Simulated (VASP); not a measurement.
## Cl (relaxed from the bcc structure, space group Im-3m): computed properties

Computed with PBEsol GGA, VASP's PBE PAW potentials (set 64) (plane waves; VASP).

space group: Im-3m (229)
cell: a = b = c = 3.375 Å, α = β = γ = 90.00°
volume per atom: 19.22 Å³/atom
band gap (over mesh and band path): none (metal, semimetal or under 0.01 eV)
density: 3.06 g/cm³

Space group Im-3m (No. 229); a = 3.375 Å, b = 3.375 Å, c = 3.375 Å, α = 90.00°, β = 90.00°, γ = 90.00°

| atom | site | symmetry | x | y | z |
|---|---|---|---|---|---|
| Cl | 2a | m-3m | 0.0000 | 0.0000 | 0.0000 |
(The calculation used a cell of 1 atom; values per cell refer to that cell.)

The structure was generated: Cl was put into the bcc type (Im-3m), which need not be its known phase. It was relaxed first, which changed the volume by -10 %. Symmetry was kept, so distortions that lower it aren't found.
